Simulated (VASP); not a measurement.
Input:

```yaml
crystal:
  lattice:
    - [0.00000, 2.44080, 2.44080]
    - [2.44080, 0.00000, 2.44080]
    - [2.44080, 2.44080, 0.00000]
  atoms:
    - { symbol: Ca, position: [0.00000, 0.00000, 0.00000] }
    - { symbol: O, position: [0.50000, 0.50000, 0.50000] }
```

Method: revPBE GGA, VASP's PBE PAW potentials (set 64) (plane waves; VASP). Numerical set-up: 520 eV cut-off, Gaussian smearing of 0.050 eV, potentials Ca_sv O.

Problem. Give the energies of bands 6 to 11 at the high-symmetry points, in eV from the valence-band maximum.

Solution. 
```csv
band,Γ,X,U,L,W
6,0.00,-1.30,-1.28,-2.50,-1.21
7,0.00,-0.38,-1.20,-1.11,-1.04
8,0.00,-0.38,-0.74,-1.11,-1.04
9,4.46,3.73,5.12,6.88,6.23
10,6.16,7.72,7.79,8.12,6.23
11,6.16,8.62,8.23,8.12,8.07
```

The gap is indirect, 3.73 eV, from the valence maximum at Γ to the conduction minimum at X.

The compound is CaO in the rock salt structure. It was relaxed first.
